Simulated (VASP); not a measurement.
Given:

```
CELL_PARAMETERS angstrom
      0.00000     3.27815     3.27815
      3.27815     0.00000     3.27815
      3.27815     3.27815     0.00000
ATOMIC_POSITIONS crystal
  K  0.00000 0.00000 0.00000
  Br 0.50000 0.50000 0.50000
```

These are PBEsol GGA, VASP's PBE PAW potentials (set 64) (plane waves; VASP) values and carry that method's errors. Settings: 500 eV cut-off, 7×7×7 Γ-centred mesh, Gaussian smearing of 0.050 eV, potentials K_sv Br.

What does the run give for the energy per atom (σ→0), band gap (on the k-mesh) with the smallest direct gap where there is one?

```json
{
  "band gap (on the k-mesh)": "4.33 eV",
  "smallest direct gap (on the k-mesh)": "4.33 eV",
  "energy per atom (σ→0)": "-3.230 eV/atom"
}
```

The absolute energy has meaning only against runs of the same code, potentials and settings.

The compound is KBr in the rock salt structure. It was relaxed first.
